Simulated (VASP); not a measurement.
```cif
data_C2
_chemical_formula_sum 'C2'
_space_group_name_H-M_alt 'P 1'
_space_group_IT_number 1
_cell_length_a 2.51692
_cell_length_b 2.51692
_cell_length_c 2.51692
_cell_angle_alpha 60.000
_cell_angle_beta 60.000
_cell_angle_gamma 60.000
loop_
_space_group_symop_operation_xyz
  'x, y, z'
loop_
_atom_site_label
_atom_site_type_symbol
_atom_site_fract_x
_atom_site_fract_y
_atom_site_fract_z
_atom_site_occupancy
C1 C 0.00000 0.00000 0.00000 1
C2 C 0.25000 0.25000 0.25000 1
```

Calculation: PBE GGA with D3 dispersion (Becke-Johnson damping), VASP's PBE PAW potentials (set 64) (plane waves; VASP). Numerical set-up: 520 eV cut-off, 13×13×13 Γ-centred mesh, Gaussian smearing of 0.050 eV, potentials C.

Q: Give the energy at these volumes per atom, relative to the lowest: 5.30, 5.46, 5.63, 5.80, 5.97 Å³.

A: 31.4, 7.6, 0.0, 6.4, 25.1 meV/atom. A third-order Birch-Murnaghan fit gives B0 = 442 GPa and B0′ = 3.6.

Measured: bulk modulus 455 GPa at 0 K (computed value off by -2.7 %), as given by Daniel Mejia-Rodriguez et al., Physical Review B (2018), arXiv:1807.09216 [0 K value with the zero-point phonon effect removed]; a 3.553 Å at 0 K (computed value off by +0.2 %), as given by Daniel Mejia-Rodriguez et al., Physical Review B (2018), arXiv:1807.09216 [static lattice: zero-point anharmonic expansion removed].

The compound is C in the diamond structure. It was relaxed first.
